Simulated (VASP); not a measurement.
Energy against volume of Sc (hcp). All values below come from optB88-vdW, VASP's PBE PAW potentials (set 64) (plane waves; VASP). Run with 520 eV cut-off, 13×13×7 Γ-centred mesh, first-order Methfessel-Paxton smearing of 0.10 eV, potentials Sc_sv.

Shape and ions are relaxed at each volume.

```json
[
 {"V (Å³/atom)": "22.483", "E (eV/atom)": "-3.45582"},
 {"V (Å³/atom)": "23.200", "E (eV/atom)": "-3.46883"},
 {"V (Å³/atom)": "23.918", "E (eV/atom)": "-3.47298"},
 {"V (Å³/atom)": "24.635", "E (eV/atom)": "-3.46942"}
]
```

Q: Fit these four points and predict the energy of the run at 25.353 Å³/atom.

A: A cubic in V^(−2/3), the third-order Birch-Murnaghan form, passes through the four points with V0 = 23.93 Å³/atom and B0 = 57 GPa, and gives -3.4592 eV/atom there. The run gave -3.4591 eV/atom, +0.0 meV/atom from the fit; all five points give B0 = 57 GPa.

The compound is Sc in the hcp structure. It was relaxed first.
